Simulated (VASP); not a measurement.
Here is the system:

```
ZnS
1.0
    0.00000     2.69236     2.69236
    2.69236     0.00000     2.69236
    2.69236     2.69236     0.00000
Zn S
1 1
Direct
  0.00000   0.00000   0.00000
  0.25000   0.25000   0.25000
```

Method: PBE GGA with D3 dispersion (zero damping), VASP's PBE PAW potentials (set 64) (plane waves; VASP). Numerical set-up: 520 eV cut-off, Gaussian smearing of 0.050 eV, potentials Zn S.

Give the energies of bands 2 to 12 at the high-symmetry points, in eV from the valence-band maximum.

```json
[
 {"band": "2", "Γ": "-6.38", "X": "-6.42", "U": "-6.30", "L": "-6.26", "W": "-6.25"},
 {"band": "3", "Γ": "-6.38", "X": "-6.03", "U": "-6.09", "L": "-6.26", "W": "-6.09"},
 {"band": "4", "Γ": "-6.38", "X": "-6.03", "U": "-5.98", "L": "-5.84", "W": "-5.93"},
 {"band": "5", "Γ": "-5.87", "X": "-5.79", "U": "-5.83", "L": "-5.84", "W": "-5.91"},
 {"band": "6", "Γ": "-5.87", "X": "-5.65", "U": "-5.52", "L": "-5.67", "W": "-5.46"},
 {"band": "7", "Γ": "0.00", "X": "-4.60", "U": "-4.67", "L": "-5.36", "W": "-4.64"},
 {"band": "8", "Γ": "0.00", "X": "-2.26", "U": "-3.16", "L": "-0.88", "W": "-2.80"},
 {"band": "9", "Γ": "0.00", "X": "-2.26", "U": "-1.84", "L": "-0.88", "W": "-2.75"},
 {"band": "10", "Γ": "2.16", "X": "3.38", "U": "4.12", "L": "3.33", "W": "5.70"},
 {"band": "11", "Γ": "6.39", "X": "4.07", "U": "5.99", "L": "6.92", "W": "6.09"},
 {"band": "12", "Γ": "6.39", "X": "11.06", "U": "9.43", "L": "6.92", "W": "7.90"}
]
```

The gap is direct, 2.16 eV, from the valence maximum at Γ to the conduction minimum at Γ.

Measured: gap 3.94 eV (computed value off by -1.78 eV), as given by Wei Chen et al., Physical Review Materials (2018), doi:10.1103/physrevmaterials.2.073803 [zero-point renormalisation of 0.1 eV added back (the table's ZPR column)].

The compound is ZnS in the zinc blende structure. It was relaxed first.
